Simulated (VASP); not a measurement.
**Mesh, vacuum, cutoff and functional for Cu(111)**

How far does the level below the vacuum of Cu(111) depend on the numerical settings, and how far on the functional?

Calculated with VASP 6.6.1; PBEsol; plane waves and PAW (Cu), in the first sound run; inputs show where later runs differ.

Most raw output is cut from this account.

## 1. The starting structure

The cell holds 7 atoms: 7 Cu. Its edges and angles: a = 2.553 Å, b = 2.553 Å, c = 30.505 Å, α = 90.0°, β = 90.0°, γ = 60.0°. Vacuum lies along c.

As a file:

```
Cu
1.0
     2.55266    0.00000    0.00000
     1.27633    2.21066    0.00000
     0.00000    0.00000   30.50541
Cu
7
Direct
  0.00000 0.00000 0.29503
  0.33333 0.33333 0.36335
  0.66667 0.66667 0.43168
  0.00000 0.00000 0.50000
  0.33333 0.33333 0.56832
  0.66667 0.66667 0.63665
  0.00000 0.00000 0.70497
```

## 2. The base run

The base run sets the number that all others are held against.

Contents of INCAR:

```
SYSTEM = Cu
PREC = Normal
ENCUT = 360
EDIFF = 1E-06
NELM = 120
ISMEAR = 1
SIGMA = 0.1
LREAL = .FALSE.
ALGO = Normal
GGA = PS
NBANDS = 47
LASPH = .TRUE.
LORBIT = 11
LWAVE = .FALSE.
LCHARG = .FALSE.
KPAR = 4
IDIPOL = 3
LDIPOL = .TRUE.
DIPOL = 0.5 0.5 0.5
LVHAR = .TRUE.
LVACPOTAV = .TRUE.
NEDOS = 1500
```

Contents of POSCAR:

```
Cu
1.0
    2.5526554801      0.0000000000      0.0000000000
    1.2763277400      2.2106644929      0.0000000000
    0.0000000000      0.0000000000     30.5054068306
Cu
7
Direct
    0.0000000000      0.0000000000      0.2950296664
    0.3333333333      0.3333333333      0.3633531109
    0.6666666667      0.6666666667      0.4316765555
    0.0000000000      0.0000000000      0.5000000000
    0.3333333333      0.3333333333      0.5683234445
    0.6666666667      0.6666666667      0.6366468891
    0.0000000000      0.0000000000      0.7049703336
```

Contents of KPOINTS:

```
Automatic mesh
0
Gamma
12 12 1
0 0 0
```

The projector-augmented-wave data sets are Cu (PBE family, release 64).

Run with:

```bash
$ mpirun -np 4 vasp_std
```

Elapsed: 15 s, on 4 MPI ranks of Intel Xeon 6975P-C (Granite Rapids), shared host; peak memory 0.74 GiB.

This run has no spin polarisation. Its electron count is odd, so without a moment it is a metal by construction. The PAW data sets were made with PBE, which is usual practice but a small mismatch for other functionals.

Numbers from this step:

```
electronic cycles                               : 23
electrons                                       : 77
free energy (TOTEN)                             : -28.99 eV
energy at zero smearing                         : -28.99 eV
Fermi energy                                    : 0.9875 eV
labelled metallic, from the levels on this mesh : yes
dipole moment                                   : 0, 0, 0 e·Å
vacuum levels                                   : 5.918, 5.918 eV
work functions of the upper and lower face      : 4.931, 4.931 eV
highest filled level below the vacuum           : 4.931 eV
```

The planar average of the electrostatic potential oscillates, so the rows of the table below give means over windows of 2.12 Å about each position, cut where the curve ends. Its maxima inside the range that stand out by 2 % of the span (Å: eV): 10.1: 0.633, 12.1: 0.589, 14.2: 0.672, 16.3: 0.672, 18.4: 0.589, 20.4: 0.633. Its minima: 9.0: -14.8, 11.1: -15.0, 13.1: -14.9, 15.3: -15.0, 17.4: -14.9, 19.4: -15.0, 21.5: -14.8.

Zero at the Fermi level. Planar average of the electrostatic potential against height; means over each step:

```
height (Å)  planar average of the electrostatic potential (eV)
      1.06                                                4.95
      3.18                                                4.95
      5.30                                                4.94
      7.42                                                2.78
      9.54                                               -7.33
     11.66                                               -7.42
     13.78                                               -7.39
     15.90                                               -7.42
     18.02                                               -7.42
     20.14                                               -7.47
     22.26                                               -4.06
     24.38                                                4.88
     26.50                                                4.94
     28.62                                                4.95
```

Density of states in the PAW spheres, an atom over height of the layer and energy from the Fermi level.

Values in states/eV, 22 rows by 7 columns, each cell a mean:
```
0.22 0.17 0.12 0.20 0.12 0.17 0.22
0.23 0.28 0.28 0.23 0.28 0.28 0.23
0.31 0.27 0.35 0.32 0.35 0.27 0.31
0.27 0.20 0.21 0.21 0.21 0.20 0.27
0.65 0.47 0.54 0.52 0.54 0.47 0.65
4.36 3.99 3.84 3.52 3.84 3.99 4.36
4.50 3.31 3.40 3.49 3.40 3.31 4.50
3.61 2.67 2.90 2.92 2.90 2.67 3.61
4.46 3.51 3.51 3.42 3.51 3.51 4.46
2.24 2.88 3.10 3.15 3.10 2.88 2.24
1.73 2.15 2.12 2.19 2.12 2.15 1.73
1.20 2.14 1.87 2.03 1.87 2.14 1.20
0.77 1.62 1.45 1.42 1.45 1.62 0.77
0.41 0.98 0.92 0.95 0.92 0.98 0.41
0.23 0.40 0.39 0.40 0.39 0.40 0.23
0.16 0.22 0.25 0.30 0.25 0.22 0.16
0.10 0.11 0.11 0.11 0.11 0.11 0.10
0.10 0.14 0.14 0.10 0.14 0.14 0.10
0.07 0.10 0.13 0.15 0.13 0.10 0.07
0.04 0.07 0.04 0.04 0.04 0.07 0.04
0.04 0.08 0.06 0.07 0.06 0.08 0.04
0.04 0.09 0.08 0.10 0.08 0.09 0.04
```
Columns: height of the layer (Å) from 9 to 21.5; rows upwards: energy from the Fermi level (eV) from -7.9 to 0.5.

Force by atom:

```
atom  x (eV/Å)  y (eV/Å)  z (eV/Å)   size
 Cu1     0.000     0.000     0.234  0.234
 Cu2     0.000     0.000    -0.009  0.009
 Cu3     0.000     0.000    -0.015  0.015
 Cu4     0.000     0.000     0.000  0.000
 Cu5     0.000     0.000     0.015  0.015
 Cu6     0.000     0.000     0.009  0.009
 Cu7     0.000     0.000    -0.234  0.234
```

The highest filled level lies 4.93 eV below the vacuum at the upper face.

Only the dipole across the slab is computed (IDIPOL = 3); zeros along the plane are no results.

The map of layer states is cut here 0.5 eV above the Fermi level, so it leaves out the states above that.

## 3. Another mesh, mesh points along a 3, k-mesh 3×3×1

The mesh decides how well the Fermi level or the band edge is found.

INCAR: that of step 2 with these lines changed.

```diff
@@ -15,3 +15,3 @@
 LCHARG = .FALSE.
-KPAR = 4
+NCORE = 4
 IDIPOL = 3
@@ -21,2 +21 @@
 LVACPOTAV = .TRUE.
-NEDOS = 1500
```

POSCAR is that of step 2.

Contents of KPOINTS:

```
Automatic mesh
0
Gamma
3 3 1
0 0 0
```

Run with:

```bash
$ mpirun -np 4 vasp_std
```

Run time: 5.8 s. Hardware: 4 MPI ranks; peak memory 0.41 GiB; 19 s of CPU time.

Numbers from this step:

| Property | Result |
| --- | --- |
| electronic cycles | 24 |
| free energy (TOTEN) | -30.47 eV |
| energy at zero smearing | -30.47 eV |
| Fermi energy | 0.6295 eV |
| vacuum levels | 6.032, 6.032 eV |
| work functions of the upper and lower face | 5.402, 5.402 eV |
| highest filled level below the vacuum | 5.402 eV |

Force by atom:

```
atom  x (eV/Å)  y (eV/Å)  z (eV/Å)   size
 Cu1     0.000     0.000     0.563  0.563
 Cu2     0.000     0.000    -0.345  0.345
 Cu3     0.000     0.000     0.074  0.074
 Cu4     0.000     0.000     0.000  0.000
 Cu5     0.000     0.000    -0.074  0.074
 Cu6     0.000     0.000     0.345  0.345
 Cu7     0.000     0.000    -0.563  0.563
```

Against the base run its depth below the vacuum changes by +0.47 eV and the energy by -212.7 meV an atom.

## 4. Another mesh, mesh points along a 6, k-mesh 6×6×1

INCAR: that of step 3 with these lines changed.

```diff
@@ -15,3 +15,3 @@
 LCHARG = .FALSE.
-NCORE = 4
+KPAR = 4
 IDIPOL = 3
```

POSCAR is that of step 3.

Contents of KPOINTS:

```
Automatic mesh
0
Gamma
6 6 1
0 0 0
```

Run with:

```bash
$ mpirun -np 4 vasp_std
```

The job ended after 9 s (4 MPI ranks; peak memory 0.63 GiB).

Against the base run its depth below the vacuum changes by +0.05 eV and the energy by +28.0 meV an atom.

## 5. Another mesh, mesh points along a 18, k-mesh 18×18×1

INCAR is that of step 4.

POSCAR is that of step 4.

Contents of KPOINTS:

```
Automatic mesh
0
Gamma
18 18 1
0 0 0
```

Run with:

```bash
$ mpirun -np 4 vasp_std
```

It took 23 s on 4 MPI ranks; peak memory 0.9 GiB.

Against the base run its depth below the vacuum changes by -0.00 eV and the energy by -0.8 meV an atom.

## 6. Side by side

Times are for 4 MPI ranks of Intel Xeon 6975P-C (Granite Rapids), shared host. The runs compared:

```
no.  mesh points along a  highest filled level below the vacuum (eV)  energy at zero smearing (eV)   time  memory (GiB)
  1                    3                                       5.402                        -30.47  5.8 s          0.41
  2                    6                                       4.978                        -28.79    9 s          0.63
  3                   18                                       4.930                        -28.99   23 s           0.9
```

## 7. Another vacuum, vacuum width 5

Too little vacuum lets the faces of neighbouring images overlap, and too much only costs plane waves.

INCAR is that of step 5.

Contents of POSCAR:

```
Cu
1.0
    2.5526554801      0.0000000000      0.0000000000
    1.2763277400      2.2106644929      0.0000000000
    0.0000000000      0.0000000000     17.5054068306
Cu
7
Direct
    0.0000000000      0.0000000000      0.1428130191
    0.3333333333      0.3333333333      0.2618753461
    0.6666666667      0.6666666667      0.3809376730
    0.0000000000      0.0000000000      0.5000000000
    0.3333333333      0.3333333333      0.6190623270
    0.6666666667      0.6666666667      0.7381246539
    0.0000000000      0.0000000000      0.8571869809
```

Contents of KPOINTS:

```
Automatic mesh
0
Gamma
12 12 1
0 0 0
```

Run with:

```bash
$ mpirun -np 4 vasp_std
```

It took 7.8 s on 4 MPI ranks; peak memory 0.65 GiB; 28 s of CPU time.

This step gave:

- electronic cycles: 19
- free energy (TOTEN): -29.00 eV
- energy at zero smearing: -29.00 eV
- Fermi energy: 5.417 eV

Force by atom:

```
atom  x (eV/Å)  y (eV/Å)  z (eV/Å)   size
 Cu1     0.000     0.000     0.244  0.244
 Cu2     0.000     0.000    -0.008  0.008
 Cu3     0.000     0.000    -0.039  0.039
 Cu4     0.000     0.000     0.000  0.000
 Cu5     0.000     0.000     0.039  0.039
 Cu6     0.000     0.000     0.008  0.008
 Cu7     0.000     0.000    -0.244  0.244
```

The program found no flat vacuum in this gap and printed no vacuum level, so no level below the vacuum can be given.

## 8. Another vacuum, vacuum width 8

INCAR is that of step 7.

Contents of POSCAR:

```
Cu
1.0
    2.5526554801      0.0000000000      0.0000000000
    1.2763277400      2.2106644929      0.0000000000
    0.0000000000      0.0000000000     20.5054068306
Cu
7
Direct
    0.0000000000      0.0000000000      0.1950705018
    0.3333333333      0.3333333333      0.2967136679
    0.6666666667      0.6666666667      0.3983568339
    0.0000000000      0.0000000000      0.5000000000
    0.3333333333      0.3333333333      0.6016431661
    0.6666666667      0.6666666667      0.7032863321
    0.0000000000      0.0000000000      0.8049294982
```

KPOINTS is that of step 7.

Run with:

```bash
$ mpirun -np 4 vasp_std
```

Wall time 10 s (4 MPI ranks); peak memory 0.61 GiB.

The program found no flat vacuum in this gap and printed no vacuum level, so no level below the vacuum can be given.

## 9. Another vacuum, vacuum width 24

INCAR is that of step 8.

Contents of POSCAR:

```
Cu
1.0
    2.5526554801      0.0000000000      0.0000000000
    1.2763277400      2.2106644929      0.0000000000
    0.0000000000      0.0000000000     36.5054068306
Cu
7
Direct
    0.0000000000      0.0000000000      0.3287184295
    0.3333333333      0.3333333333      0.3858122863
    0.6666666667      0.6666666667      0.4429061432
    0.0000000000      0.0000000000      0.5000000000
    0.3333333333      0.3333333333      0.5570938568
    0.6666666667      0.6666666667      0.6141877137
    0.0000000000      0.0000000000      0.6712815705
```

KPOINTS is that of step 8.

Run with:

```bash
$ mpirun -np 4 vasp_std
```

Elapsed: 19 s, on 4 MPI ranks; peak memory 0.79 GiB.

Against the base run its depth below the vacuum changes by +0.01 eV and the energy by -0.2 meV an atom.

## 10. Side by side

Times are for 4 MPI ranks of Intel Xeon 6975P-C (Granite Rapids), shared host. The runs compared:

```
no.  vacuum width  electronic cycles   time  memory (GiB)
  1             5                 19  7.8 s          0.65
  2             8                 21   10 s          0.61
  3            24                 26   19 s          0.79
```

## 11. A lower cutoff, ENCUT 220

A lower cutoff is cheaper, and the test is whether a potential difference survives it better than the total energy.

INCAR: that of step 9 with these lines changed.

```diff
@@ -2,3 +2,3 @@
 PREC = Normal
-ENCUT = 360
+ENCUT = 220
 EDIFF = 1E-06
```

Contents of POSCAR:

```
Cu
1.0
    2.5526554801      0.0000000000      0.0000000000
    1.2763277400      2.2106644929      0.0000000000
    0.0000000000      0.0000000000     30.5054068306
Cu
7
Direct
    0.0000000000      0.0000000000      0.2950296664
    0.3333333333      0.3333333333      0.3633531109
    0.6666666667      0.6666666667      0.4316765555
    0.0000000000      0.0000000000      0.5000000000
    0.3333333333      0.3333333333      0.5683234445
    0.6666666667      0.6666666667      0.6366468891
    0.0000000000      0.0000000000      0.7049703336
```

KPOINTS is that of step 9.

Run with:

```bash
$ mpirun -np 4 vasp_std
```

Elapsed: 9.2 s, on 4 MPI ranks; peak memory 0.61 GiB.

Numbers from this step:

```
electronic cycles                     : 22
free energy (TOTEN)                   : -24.02 eV
energy at zero smearing               : -24.02 eV
Fermi energy                          : 0.8884 eV
highest filled level below the vacuum : 5.050 eV
```

Against the base run its depth below the vacuum changes by +0.12 eV and the energy by +710.1 meV an atom. The program printed no vacuum level, so the number is read from the planar average a third of the way across the gap.

## 12. A lower cutoff, ENCUT 290

INCAR: that of step 11 with these lines changed.

```diff
@@ -2,3 +2,3 @@
 PREC = Normal
-ENCUT = 220
+ENCUT = 290
 EDIFF = 1E-06
```

POSCAR is that of step 11.

KPOINTS is that of step 11.

Run with:

```bash
$ mpirun -np 4 vasp_std
```

It took 12 s on 4 MPI ranks; peak memory 0.65 GiB.

Numbers from this step:

```
electronic cycles                     : 23
free energy (TOTEN)                   : -28.90 eV
energy at zero smearing               : -28.90 eV
Fermi energy                          : 0.9834 eV
highest filled level below the vacuum : 4.949 eV
```

Against the base run its depth below the vacuum changes by +0.02 eV and the energy by +12.7 meV an atom. The program printed no vacuum level, so the number is read from the planar average a third of the way across the gap.

## 13. Another smearing width, SIGMA 0.02

The width trades sharpness at the Fermi level against the mesh needed.

INCAR: that of step 12 with these lines changed.

```diff
@@ -2,3 +2,3 @@
 PREC = Normal
-ENCUT = 290
+ENCUT = 360
 EDIFF = 1E-06
@@ -6,3 +6,3 @@
 ISMEAR = 1
-SIGMA = 0.1
+SIGMA = 0.02
 LREAL = .FALSE.
```

POSCAR is that of step 12.

KPOINTS is that of step 12.

Run with:

```bash
$ mpirun -np 4 vasp_std
```

Wall time 15 s (4 MPI ranks); peak memory 0.74 GiB.

Numbers from this step:

| Item | Value |
| --- | --- |
| electronic cycles | 24 |
| free energy (TOTEN) | -28.98 eV |
| energy at zero smearing | -28.98 eV |
| Fermi energy | 0.9913 eV |
| vacuum levels | 5.911, 5.911 eV |
| work functions of the upper and lower face | 4.920, 4.920 eV |
| highest filled level below the vacuum | 4.920 eV |

Against the base run its depth below the vacuum changes by -0.01 eV and the energy by +0.3 meV an atom.

## 14. Another smearing width, SIGMA 0.4

INCAR: that of step 13 with these lines changed.

```diff
@@ -6,3 +6,3 @@
 ISMEAR = 1
-SIGMA = 0.02
+SIGMA = 0.4
 LREAL = .FALSE.
```

POSCAR is that of step 13.

KPOINTS is that of step 13.

Run with:

```bash
$ mpirun -np 4 vasp_std
```

It took 16 s on 4 MPI ranks; peak memory 0.74 GiB; 53 s of CPU time.

Numbers from this step:

```yaml
electronic_cycles: 23
free_energy_toten: -28.99 eV
energy_at_zero_smearing: -28.99 eV
fermi_energy: 1.009 eV
vacuum_levels: 5.919, 5.919 eV
work_functions_of_the_upper_and_lower_face: 4.910, 4.910 eV
highest_filled_level_below_the_vacuum: 4.910 eV
```

Against the base run its depth below the vacuum changes by -0.02 eV and the energy by -0.8 meV an atom.

## 15. Cost and result by level

Times are for 4 MPI ranks of Intel Xeon 6975P-C (Granite Rapids), shared host. The runs compared:

```
no.                       run  electronic cycles  cutoff used less the lowest (eV)  free energy (TOTEN) (eV)  highest filled level below the vacuum (eV)   time  memory (GiB)
  1                  base run                 23                               140                    -28.99                                       4.931   15 s          0.74
  2    series over the cutoff                 22                                 0                    -24.02                                       5.050  9.2 s          0.61
  3    series over the cutoff                 23                                70                    -28.90                                       4.949   12 s          0.65
  4  series over the smearing                 24                               140                    -28.98                                       4.920   15 s          0.74
  5  series over the smearing                 23                               140                    -28.99                                       4.910   16 s          0.74
```

## 16. Another level, functional LDA

This step: LDA; plane waves and PAW (Cu) (VASP 6.6.1).

Beside the numerical settings stands the choice of exchange and correlation.

INCAR: that of step 14 with these lines changed.

```diff
@@ -6,6 +6,6 @@
 ISMEAR = 1
-SIGMA = 0.4
+SIGMA = 0.1
 LREAL = .FALSE.
 ALGO = Normal
-GGA = PS
+GGA = CA
 NBANDS = 47
```

POSCAR is that of step 14.

KPOINTS is that of step 14.

Run with:

```bash
$ mpirun -np 4 vasp_std
```

The job ended after 14 s (4 MPI ranks; peak memory 0.66 GiB; 47 s of CPU time).

The PAW data sets were made with PBE, though LDA sets exist; this is a small mismatch.

Numbers from this step:

```
free energy (TOTEN)                        : -31.65 eV
energy at zero smearing                    : -31.65 eV
Fermi energy                               : 0.7412 eV
vacuum levels                              : 5.922, 5.922 eV
work functions of the upper and lower face : 5.181, 5.181 eV
highest filled level below the vacuum      : 5.181 eV
```

Force by atom:

```
atom  x (eV/Å)  y (eV/Å)  z (eV/Å)   size
 Cu1     0.000     0.000     0.431  0.431
 Cu2     0.000     0.000    -0.006  0.006
 Cu3     0.000     0.000    -0.014  0.014
 Cu4     0.000     0.000     0.000  0.000
 Cu5     0.000     0.000     0.014  0.014
 Cu6     0.000     0.000     0.006  0.006
 Cu7     0.000     0.000    -0.431  0.431
```

Against the base run its depth below the vacuum changes by +0.25 eV.

(Continued in part 2 of 2.)

[Lines on the potential files, build, host, timing and source positions are cut from VASP's logs without a mark.]

[Logs are printed without paths, hosts, clocks, repeated set-up lines and the standing remarks that a program may print on its own settings, such as how far it seeks lower states.]

[Hosts, paths, dates, database ids (printed as entryN), source tags and the programs' standing remarks are cut or masked in the printed files.]

[In band tables of VASP the shares of atoms and orbitals are scaled to a sum of 1 inside the atoms' spheres.]

[Runs that stopped without an error message from VASP are left out.]
